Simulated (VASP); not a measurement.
A VASP calculation is set up with these files.

POSCAR:
```
NaF
1
    0.0000000000     2.3150000000     2.3150000000
    2.3150000000     0.0000000000     2.3150000000
    2.3150000000     2.3150000000     0.0000000000
Na F
1 1
Direct
  0.0000000000   0.0000000000   0.0000000000
  0.5000000000   0.5000000000   0.5000000000
```

**KPOINTS**
```
Automatic mesh
0
Gamma
9 9 9
0 0 0
```

**INCAR**
```
LCHARG  =  .FALSE.
SYSTEM  =  NaF
ALGO  =  Normal
NELM  =  100
ENCUT  =  520   ! plane-wave cut-off (eV)
LWAVE  =  .FALSE.
SIGMA  =  0.05   ! width (eV)
ISIF  =  2   ! forces and stress, cell fixed
LREAL  =  .FALSE.
PREC  =  Accurate
ISMEAR  =  0   ! Gaussian
EDIFF  =  1E-6   ! SCF stop (eV)
LASPH  =  .TRUE.
GGA  =  PE   ! PBE
```

POTCAR, in this order: Na F (PBE.64 set). Program: vasp_std.

Task: Write an equivalent input for Ansatz.

Result: One equivalent input (not run):
Ansatz 0.2 input:
```yaml
crystal:
  lattice:
    - [0.0000000, 2.3150000, 2.3150000]
    - [2.3150000, 0.0000000, 2.3150000]
    - [2.3150000, 2.3150000, 0.0000000]
  atoms:
    - { symbol: Na, position: [0.0000000, 0.0000000, 0.0000000] }
    - { symbol: F, position: [0.5000000, 0.5000000, 0.5000000] }
kpoints:
  mp_grid: { grid: [9, 9, 9] }
hamiltonian:
  xc: pbe
  pseudopotentials: { kind: paw }
scf:
  occupations: { method: gaussian, width: 0.05 }
  max_iter: 100
output: { forces: true, stress: true, eigenvalues: true }
```
The two are equivalent in intent, not identical: each code has its own PAW files, so the cut-off isn't converted (ENCUT is set for VASP's; basis.ecutwfc is left out, and Ansatz then takes the one that its files recommend); Ansatz stops its SCF on the density residual and VASP on the energy change (EDIFF).

The compound is NaF in the rock salt structure. The cell was not relaxed at this level. The run is one of a series of settings (POTCAR Na F (PBE.64 set) against the base run), some of them coarse on purpose.
